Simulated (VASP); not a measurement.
Here is the system:

```
CELL_PARAMETERS angstrom
      2.94780     0.00000     0.00000
      0.00000     2.94780     0.00000
      0.00000     0.00000     2.94780
ATOMIC_POSITIONS crystal
  Al 0.50000 0.50000 0.50000
  Ni 0.00000 0.00000 0.00000
```

The numbers are results of PBE GGA, VASP's PBE PAW potentials (set 64) (plane waves; VASP), not measurements. Numerical set-up: 400 eV cut-off, 9×9×9 Γ-centred mesh, first-order Methfessel-Paxton smearing of 0.10 eV, potentials Al Ni.

Q: Give the stress tensor in GPa (positive for a compressed cell).

A: 
```
-8.27   0.00   0.00
 0.00  -8.27   0.00
 0.00   0.00  -8.27
```
The pressure is its mean diagonal, -8.27 GPa.

The compound is NiAl in the CsCl type structure. The cell was not relaxed at this level. The run is not spin-polarised, so no magnetic state was tried. The electron count is odd and the run is not spin-polarised, which forces a metal.
